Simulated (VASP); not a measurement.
Here is the system:

```yaml
crystal:
  lattice:
    - [5.55101, 0.00000, 0.00000]
    - [-2.77551, 4.80732, 0.00000]
    - [0.00000, 0.00000, 24.08450]
  atoms:
    - { symbol: Ti, position: [0.00000, 0.00000, 0.36486] }
    - { symbol: Ti, position: [0.33333, 0.66667, 0.44413] }
    - { symbol: Ti, position: [0.66667, 0.33333, 0.55587] }
    - { symbol: Ti, position: [0.00000, 0.00000, 0.63514] }
    - { symbol: Pt, position: [0.49648, 0.50352, 0.35847] }
    - { symbol: Pt, position: [0.49648, 0.99295, 0.35847] }
    - { symbol: Pt, position: [0.00705, 0.50352, 0.35847] }
    - { symbol: Pt, position: [0.83271, 0.16729, 0.45344] }
    - { symbol: Pt, position: [0.83271, 0.66542, 0.45344] }
    - { symbol: Pt, position: [0.33458, 0.16729, 0.45344] }
    - { symbol: Pt, position: [0.16729, 0.83271, 0.54656] }
    - { symbol: Pt, position: [0.16729, 0.33458, 0.54656] }
    - { symbol: Pt, position: [0.66542, 0.83271, 0.54656] }
    - { symbol: Pt, position: [0.50352, 0.49648, 0.64153] }
    - { symbol: Pt, position: [0.50352, 0.00705, 0.64153] }
    - { symbol: Pt, position: [0.99295, 0.49648, 0.64153] }
```

All values below come from r2SCAN meta-GGA, VASP's PBE PAW potentials (set 64) (plane waves; VASP). Run with PREC = Normal, 400 eV cut-off, 6×6×1 Γ-centred mesh, first-order Methfessel-Paxton smearing of 0.10 eV, potentials Ti_sv Pt.

Unless said otherwise, spin-orbit coupling is left out, though it shifts the bands of the heavy elements here.

Predict the energy per atom (σ→0), band gap (on the k-mesh) with the smallest direct gap where there is one.

```yaml
band gap (on the k-mesh): none (metal, semimetal or under 0.01 eV)
energy per atom (σ→0): -42.398 eV/atom
```

Only differences to runs with the same potentials and settings are physical.

The cell is a thin slab with vacuum, built from Pt3Ti (L1_2): (111) face.
